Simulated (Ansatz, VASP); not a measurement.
# Mo (Mo(110)) in two plane-wave programs, part 2 of 2

One calculation is typed for both programs; each brings its own data sets and cutoff. How far apart do they land?

VASP 6.6.1 and Ansatz 0.2.0.

So far: The structure; VASP: band structure, r2SCAN.

### 3. Ansatz: band structure, r2SCAN

Level of this step: Ansatz beside VASP: Kohn-Sham DFT, plane waves, r2SCAN (Ansatz).

Ansatz runs on its default PAW (the set named soft_2) files.

The same cell, functional, mesh and smearing now go to Ansatz, which takes its cutoff from its data sets.

The input, input.yaml:

```yaml
crystal:
  lattice:
    - [2.2273863607, -1.575, 0.0]
    - [2.2273863607, 1.575, 0.0]
    - [0.0, 0.0, 31.3643181644]
  atoms:
    - { symbol: Mo, position: [0.0, 0.0, 0.2869502838] }
    - { symbol: Mo, position: [0.5, 0.5, 0.3579668559] }
    - { symbol: Mo, position: [0.0, 0.0, 0.4289834279] }
    - { symbol: Mo, position: [0.5, 0.5, 0.5] }
    - { symbol: Mo, position: [0.0, 0.0, 0.5710165721] }
    - { symbol: Mo, position: [0.5, 0.5, 0.6420331441] }
    - { symbol: Mo, position: [0.0, 0.0, 0.7130497162] }
hamiltonian:
  xc: r2scan
  pseudopotentials: { kind: paw }
kpoints:
  mp_grid: { grid: [16, 16, 1] }
  band_path:
    path:
      - [0.0, 0.0, 0.0]
      - [0.02885, -0.02885, 0.0]
      - [0.08654, -0.08654, 0.0]
      - [0.14423, -0.14423, 0.0]
      - [0.20192, -0.20192, 0.0]
      - [0.25962, -0.25962, 0.0]
      - [0.31731, -0.31731, 0.0]
      - [0.375, -0.375, 0.0]
      - [0.39423, -0.31731, 0.0]
      - [0.43269, -0.20192, 0.0]
      - [0.45192, -0.14423, 0.0]
      - [0.49038, -0.02885, 0.0]
      - [0.52885, 0.08654, 0.0]
      - [0.56731, 0.20192, 0.0]
      - [0.60577, 0.31731, 0.0]
      - [0.625, 0.375, 0.0]
      - [0.60577, 0.39423, 0.0]
      - [0.58654, 0.41346, 0.0]
      - [0.56731, 0.43269, 0.0]
      - [0.54808, 0.45192, 0.0]
      - [0.53846, 0.46154, 0.0]
      - [0.51923, 0.48077, 0.0]
      - [0.5, 0.5, 0.0]
      - [0.46154, 0.46154, 0.0]
      - [0.38462, 0.38462, 0.0]
      - [0.30769, 0.30769, 0.0]
      - [0.23077, 0.23077, 0.0]
      - [0.15385, 0.15385, 0.0]
      - [0.07692, 0.07692, 0.0]
      - [0.0, 0.0, 0.0]
    npoints: 1
scf:
  occupations: { method: fermi_dirac, width: 0.1 }
  n_extra_bands: 9
efield:
  axis: 3
  dipole_correction: true
  ramp_width: 0.04
output:
  forces: true
  eigenvalues: true
```

Launch:

```bash
$ ansatz run input.yaml --threads 4 --pin off --max-ram 9216MiB --backend cpu --events-out ev --progress --plain --runs-dir out
```

Numbers of over 12 decimals in the logs are rounded to 6 here.

Log:

```text
scf.n_extra_bands = 9 over 49 filled bands (N_el = 98.0): the run solves 58 bands
Engine: ansatz 0.2.0, x86_64-unknown-linux-gnu
Pseudopotentials: kind: paw
Pseudopotential: Mo, paw, valence charge 14, recommended cutoff 500 eV (meta_gga), Mo.paw.azcp
Functional definition: r2SCAN
  parameter k0 = 0.174
  parameter k1 = 0.065
  parameter a1 = 4.9479
  exchange = r2scan_x(k0 = k0, k1 = k1, a1 = a1)
  correlation = r2scan_c
Crystal: 7 atoms, lattice volume = 220.060 Å³
Basis set: ecut = 500 eV, 5491 PW (Γ), exchange–correlation on 80×80×960 points (64 copies of the dense FFT grid, shifted against one another)
Bands: 58, of which v1, the nominal top of the filled ones, is band 49 counted from 1 (48 counted from 0)
Symmetry: 4 space group operations
k-points: 73 of 256
Non-local potential: Mo, projectors of the file, l = 0: 3, l = 1: 2, l = 2: 2, l = 3: 1
PAW form: soft (Blöchl's): semilocal exchange-correlation on the pseudo side does not see the compensation charge
PAW frozen core: Mo, regenerated for the run's functional (the file was generated under x = pbe(κ = 0.804, μ = 0.219515), c = pbe(β = 0.066725))
PAW one-centre angular grid: Mo, 590 points (default); XC on 160 Gauss nodes
Initial density: superposition of atomic densities (neutral atoms: chi_scale 0, normalization atom), corrected by the library's trained network
Initial wavefunctions: pseudopotential atomic-orbital guess
Functional: x = r2scan, c = r2scan; τ floored in thin density (d = 2e-4 eV/Å³)
SCF iter   1: F=—  HF=-34770.547761 eV  |F-HF|=—  |Δ(HF+E_count)|=         —  Δρ=7.70e-3  dr2=3.50e-1  dr2_τ=1.42e-1  ethr=1.77e-3  p=0.000 e·Å  D=2.05e-13 V/Å  ΔV_dip=-0.00 eV  dr2_dipole=3.64e-9  V_vac-E_F(+/−)=4.84/4.84 eV  ⟨swp⟩=8.6  Hψ=20461  notcnv=0
efield: sawtooth ramp at fractional position 0.9800 (placed from the atoms, in the widest stretch of the axis that holds none; the zero of the levels goes with the place), width 0.0400; the density the first Hamiltonian is built on has a dipole p = 0.000 e·Å; the dipole correction subtracts the counter field D = 2.05e-13 V/Å, which shifts the + side's vacuum level by -0.00 eV against the − side's; the planar-averaged density in the ramp window peaks in size at 1.4e-5 e/Å³
preconditioner: auto → LDOS  [metal: Δε(μ)=0.002 eV  Ē_g=4.236 eV  σ=0.100 eV  W_gap=0.01  n_scr=22 (ndim 8)  ℏωp=16.2 eV  f_vac=0.454  D(μ)=5.00/eV (n_scr^D=20)  β→1.0]
SCF iter   2: F=—  HF=-34770.559182 eV  |F-HF|=—  |Δ(HF+E_count)|=   1.14e-2  Δρ=4.12e-3  dr2=7.43e-2  dr2_τ=1.10e-2  ethr=3.57e-4  p=-0.000 e·Å  D=-3.81e-6 V/Å  ΔV_dip=0.00 eV  dr2_dipole=1.68e-8  V_vac-E_F(+/−)=4.70/4.70 eV  ⟨swp⟩=3.0  Hψ=9497  notcnv=0
SCF iter   3: F=—  HF=-34770.548407 eV  |F-HF|=—  |Δ(HF+E_count)|=   1.08e-2  Δρ=8.54e-4  dr2=2.22e-3  dr2_τ=2.00e-4  ethr=7.58e-5  p=-0.000 e·Å  D=-1.47e-6 V/Å  ΔV_dip=0.00 eV  dr2_dipole=5.91e-10  V_vac-E_F(+/−)=4.72/4.72 eV  ⟨swp⟩=3.0  Hψ=8847  notcnv=0
SCF iter   4: F=—  HF=-34770.548285 eV  |F-HF|=—  |Δ(HF+E_count)|=   1.22e-4  Δρ=2.92e-4  dr2=2.71e-4  dr2_τ=1.78e-5  ethr=2.26e-6  p=-0.000 e·Å  D=-5.52e-7 V/Å  ΔV_dip=0.00 eV  dr2_dipole=1.93e-10  V_vac-E_F(+/−)=4.71/4.71 eV  ⟨swp⟩=2.7  Hψ=7761  notcnv=0
SCF iter   5: F=—  HF=-34770.548323 eV  |F-HF|=—  |Δ(HF+E_count)|=   3.82e-5  Δρ=9.79e-5  dr2=3.23e-5  dr2_τ=3.98e-6  ethr=2.76e-7  p=-0.000 e·Å  D=-7.89e-8 V/Å  ΔV_dip=0.00 eV  dr2_dipole=1.37e-10  V_vac-E_F(+/−)=4.71/4.71 eV  ⟨swp⟩=3.1  Hψ=8313  notcnv=0
SCF iter   6: F=—  HF=-34770.548146 eV  |F-HF|=—  |Δ(HF+E_count)|=   1.77e-4  Δρ=3.26e-5  dr2=3.59e-6  dr2_τ=1.64e-7  ethr=3.30e-8  p=-0.000 e·Å  D=-6.91e-10 V/Å  ΔV_dip=0.00 eV  dr2_dipole=2.03e-11  V_vac-E_F(+/−)=4.70/4.70 eV  ⟨swp⟩=2.7  Hψ=7898  notcnv=0
SCF iter   7: F=—  HF=-34770.548148 eV  |F-HF|=—  |Δ(HF+E_count)|=   2.14e-6  Δρ=1.47e-5  dr2=9.56e-7  dr2_τ=3.54e-8  ethr=3.67e-9  p=0.000 e·Å  D=1.07e-8 V/Å  ΔV_dip=-0.00 eV  dr2_dipole=1.69e-12  V_vac-E_F(+/−)=4.70/4.70 eV  ⟨swp⟩=2.9  Hψ=8033  notcnv=0
SCF iter   8: F=-34770.548149 eV  HF=-34770.548149 eV  |F-HF|=6.71e-9  |Δ(HF+E_count)|=   5.60e-7  Δρ=3.86e-6  dr2=4.52e-8  dr2_τ=4.62e-9  ethr=1.02e-10  p=-0.000 e·Å  D=-1.79e-8 V/Å  ΔV_dip=0.00 eV  dr2_dipole=1.19e-11  V_vac-E_F(+/−)=4.70/4.70 eV  ⟨swp⟩=6.7  Hψ=21789  notcnv=0
SCF 1 converged in 8 iterations: F = -34770.548149 eV  dr2 = 4.52e-8
  greatest PAW one-centre occupation: 0.997 electrons in one spin orbital (limit 2), on the Mo atom at site 0 (counted from 0), in its partial waves of l = 0
NSCF: frozen V_eff on 30 k-points
efield: sawtooth ramp at fractional position 0.9800 (kept from the solve that this one continues, or follows in the run), width 0.0400; the density the first Hamiltonian is built on has a dipole p = -0.000 e·Å; the dipole correction subtracts the counter field D = -1.79e-8 V/Å, which shifts the + side's vacuum level by +0.00 eV against the − side's; the planar-averaged density in the ramp window peaks in size at 4.2e-7 e/Å³
SCF converged after 8 iterations
Free energy (F): -34770.548149 eV
Harris-Foulkes:  -34770.548149 eV  (|F-HF|=6.71e-9)
Internal energy: -34770.382594 eV  (E = F + TS)
E sigma→0 (E₀):  -34770.465372 eV
Entropy (-TS):   -0.165555 eV (-23.651 meV/atom)
Fermi energy:    8.183974 eV
Dipole field:    D = 0.000004 V/Å  (p = 0.000005 e·Å, saw-weighted, corrected)
Work function:   Φ+ = 4.7006 eV   Φ− = 4.7007 eV
Levels:          The Fermi level and band energies are counted from a zero that moves with the ramp; work functions are not
--- Per-component energies (eV) ---
  E_band       = -1726.821659
  E_kinetic    = 3072.531151
  E_local      = -171255.701414  (includes V_loc(G=0)·N_el)
  E_nonlocal   = 997.675913
  E_hartree    = 84069.708073
  E_xc         = -1245.297609
  E_vxc        = -1788.113433  (∫ρ·V_xc dr)
  E_paw        = -22520.384410  (= ΣΔE_a)
  E_vpaw       = -1011.485565  (= ΣTr[D̂ρ^β])
  E_aug_tail   = 0.000021  (compensation charges beyond the density's cutoff)
  E_vtau       = 118.911742  (kinetic-family band-sum trace: ∫τ·v_τ [+ j·A + Jᵃ·Aᵃ] dr)
  E_efield     = 0.000000  (sawtooth field / dipole correction)
  E_vefield    = 0.000000  (∫n·V_field dr)
  E_ewald      = 72112.634106
  E_core_change = -1.548426  (= ΣΔE_core)
  E_smearing   = -0.165555  (= −TS)
  E_closure    = 0.000000  (closes the sum)
  Σ components = -34770.548149   (vs F -34770.548149, Δ=0.00e0)
--- Forces (eV/Å), atoms counted from 1 ---
  atom   1  Mo     0.00000000     0.00000000     0.66273878
  atom   2  Mo     0.00000000    -0.00000000    -0.67121400
  atom   3  Mo     0.00000000    -0.00000000    -0.02004400
  atom   4  Mo     0.00000000    -0.00000000    -0.00000048
  atom   5  Mo     0.00000000     0.00000000     0.02004375
  atom   6  Mo     0.00000000     0.00000000     0.67121383
  atom   7  Mo     0.00000000    -0.00000000    -0.66273830
  max |Σ_I F_I| component: 4.18e-7 eV/Å
--- Band table (eV; the first three rows and the last of 73) ---
  k-point 0: bands = [... 45 lower, 6.7427, 6.9381, 7.0798, 7.4833, 7.9517, 8.3707, 8.8050, 9.4353, ... 5 higher]
  k-point 1: bands = [... 45 lower, 6.7888, 6.9249, 7.0474, 7.6393, 7.7256, 8.5052, 8.5434, 8.9895, ... 5 higher]
  k-point 2: bands = [... 45 lower, 6.5388, 7.0712, 7.1726, 7.4608, 7.7716, 8.1625, 8.1893, 8.9707, ... 5 higher]
  k-point 72: bands = [... 45 lower, 8.6244, 8.6883, 9.0492, 9.2313, 9.4139, 9.5593, 9.8463, 10.5003, ... 5 higher]
```

Run time: 36 s. Hardware: 4 threads of Intel Xeon Platinum 8375C at 2.90GHz (Ice Lake), shared host; peak memory 1.4 GiB.

### 4. Comparison

Known differences besides the PAW data sets themselves: VASP keeps PBE cores, Ansatz makes them for the functional; the data sets hold 98 valence electrons in Ansatz (default PAW (the set named soft_2) files) and 42 in VASP; the cutoff is 500 eV in Ansatz and 300 eV in VASP (PREC = Normal). Total energies have different zeros and are not compared.

The two programs side by side:

```tsv
quantity	Ansatz	VASP	difference
work function, lower of the two faces (eV)	4.70	4.72	-0.02
work function, higher of the two faces (eV)	4.70	4.72	-0.02
```

Forces (eV/Å; atoms numbered as in POSCAR):

```tsv
atom	Ansatz x, y, z	VASP x, y, z
Mo1	0.000, 0.000, 0.663	0.000, 0.000, 0.756
Mo2	0.000, 0.000, -0.671	0.000, 0.000, -0.689
Mo3	0.000, 0.000, -0.020	0.000, 0.000, -0.012
Mo4	0.000, 0.000, 0.000	0.000, 0.000, 0.000
Mo5	0.000, 0.000, 0.020	0.000, 0.000, 0.012
Mo6	0.000, 0.000, 0.671	0.000, 0.000, 0.689
Mo7	0.000, 0.000, -0.663	0.000, 0.000, -0.756
```

The forces differ by 29 meV/Å r.m.s., which is 9.3 % of the r.m.s. force of 0.32 eV/Å (both taken over all components). Levels from 3 eV below to 2 eV above the Fermi level differ by 100 meV r.m.s. and 1435 meV at most; each VASP level is matched to the nearest of Ansatz, which flatters the figure a little.

### 5. What moves the difference

The difference is large enough to ask for its cause, so further runs change the set-up of one program at a time, as the table lists.

```tsv
run	r.m.s. force difference (% of the r.m.s. force)
as above	9.3
cores kept as stored, as VASP does	9.1
Ansatz's larger PAW set (cutoff 640 eV)	9.2
norm-conserving potentials (cutoff 1088 eV)	9.7
```

### 6. Results

| Property | Result |
| --- | --- |
| r.m.s. force difference (band structure, r2SCAN) | 9.3 % of the r.m.s. force |
| r.m.s. difference of levels near the Fermi level (band structure, r2SCAN) | 100 meV |

What this shows: The r.m.s. force difference is 9.3 % of the r.m.s. force (band structure, r2SCAN), beyond the 3 % picked in this series as the mark of a large difference. Also far apart in the band structure, r2SCAN pair: the r.m.s. difference of levels near the Fermi level, 100 meV. For band structure, r2SCAN: no further run halves the r.m.s. force difference; only Ansatz's side was varied, and Ansatz's runs with other potentials lie closer to each other than to VASP, which for this quantity points to VASP's side; this was not tested here. How closely two codes agree says nothing of how well the functional describes the real material.

[Lines on the potential files, build, host, timing and source positions are cut from VASP's logs without a mark.]

[Logs are printed without paths, hosts, clocks, repeated set-up lines and the standing remarks that a program may print on its own settings, such as how far it seeks lower states.]

[Hosts, paths, dates, database ids (printed as entryN), source tags and the programs' standing remarks are cut or masked in the printed files.]
